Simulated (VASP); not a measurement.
Given:

```
CELL_PARAMETERS angstrom
      3.95894     0.00000     0.00000
      0.00000     3.95894     0.00000
      0.00000     0.00000     3.95894
ATOMIC_POSITIONS crystal
  Ba 0.00000 0.00000 0.00000
  Ti 0.50000 0.50000 0.50000
  O  0.50000 0.00000 0.50000
  O  0.00000 0.50000 0.50000
  O  0.50000 0.50000 0.00000
```

Calculation: PBE GGA, VASP's PBE PAW potentials (set 64) (plane waves; VASP 6.6.1). Run with 620 eV cut-off, 6×6×6 Γ-centred mesh, Gaussian smearing of 0.050 eV, potentials Ba_sv Ti_sv O.

Unless said otherwise, spin-orbit coupling is left out, though it shifts the bands of the heavy elements here.

Estimate the energy per atom (σ→0), pressure, band gap (on the k-mesh) with the smallest direct gap where there is one.

```
Item                                         Result
-----------------------------------  --------------
band gap (on the k-mesh)                    1.81 eV
smallest direct gap (on the k-mesh)         1.92 eV
energy per atom (σ→0)                -7.977 eV/atom
pressure                                  10.01 GPa
```

The absolute energy has meaning only against runs of the same code, potentials and settings.

The compound is BaTiO3 in the cubic perovskite structure, the ideal cubic form; the compound distorts at low or room temperature. It was relaxed first under an external pressure of 10 GPa.
